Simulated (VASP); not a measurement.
Here is the system:

```
CELL_PARAMETERS angstrom
      2.84929     0.00000     0.00000
      0.00000     2.84929     0.00000
      0.00000     0.00000     3.56116
ATOMIC_POSITIONS crystal
  Cu 0.00000 0.00000 0.00000
  Au 0.50000 0.50000 0.50000
```

Method: PBE GGA with D4 dispersion, VASP's PBE PAW potentials (set 64) (plane waves; VASP 6.6.1). Settings: 520 eV cut-off, Gaussian smearing of 0.050 eV, potentials Cu Au.

Unless said otherwise, spin-orbit coupling is left out, though it shifts the bands of the heavy elements here.

### Question
What does the run give for the band gap (along the path) with the smallest direct gap where there is one?

### Answer

```yaml
band gap (along the path): none (metal, semimetal or under 0.01 eV)
```

Total energies compare only between runs with the same potentials, cut-off and functional.

The compound is CuAu in the L1_0 structure. It was relaxed first.
